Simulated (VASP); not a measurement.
```
CELL_PARAMETERS angstrom
      1.57727    -2.73191     0.00000
      1.57727     2.73191     0.00000
      0.00000     0.00000     5.09254
ATOMIC_POSITIONS crystal
  Zn 0.66667 0.33333 0.50125
  Zn 0.33333 0.66667 0.00125
  O  0.66667 0.33333 0.88075
  O  0.33333 0.66667 0.38075
```

Level of theory: PBE GGA, VASP's PBE PAW potentials (set 64) (plane waves; VASP). Run with 600 eV cut-off, 8×8×4 Γ-centred mesh, Gaussian smearing of 0.050 eV, potentials Zn O.

Task: What does the run give for the energy per atom (σ→0), pressure?

Result: 
```
Quantity                       Result
---------------------  --------------
energy per atom (σ→0)  -4.381 eV/atom
pressure                    20.73 GPa
```

The absolute energy has meaning only against runs of the same code, potentials and settings.

The compound is ZnO in the wurtzite structure. This cell was strained or had an atom moved on purpose.
